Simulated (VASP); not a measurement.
Runs of VASP 6.6.1 on ReP. The structure is cubic, space group F-43m (No. 216). The conventional cell has a = 5.259 Å, b = 5.259 Å, c = 5.259 Å, α = 90.00°, β = 90.00°, γ = 90.00°. Around Re (site symmetry -43m) lie 4 P at 2.28 Å. P (site symmetry -43m) has 4 Re at 2.28 Å as nearest neighbours. The cell comes from a database or a generator and needn't be the stable form of this composition.

```tsv
cell	gap on the mesh (eV)	pressure (GPa)
F-43m, 18.18 Å³/atom	none	1.2
atom 2 (P) moved 0.2 Å along x	none	(a)
F-43m, 14.06 Å³/atom	none	82.9
F-43m, 17.46 Å³/atom	none	9.5
```

Alike in all rows: task single point; level PBEsol; potentials or basis VASP PAW PBE potentials, release 64 (Re, P); no spin polarisation; k mesh 12 × 12 × 12; cutoff (eV) 520; smearing gaussian 0.05 eV.

Q: Fill in the values left out.

A: (a) 4.6.

Caveats: the PAW data sets were made with another functional, which shifts forces and pressure a little; a pressure of tens of GPa on the cell as given is suspect, and the run, the potentials or the cell itself is likely at fault (some runs).

A k mesh can miss the band edges, and the runs leave out spin-orbit coupling on Re.

A gap of «none» marks a metal or a gap under the smearing width.
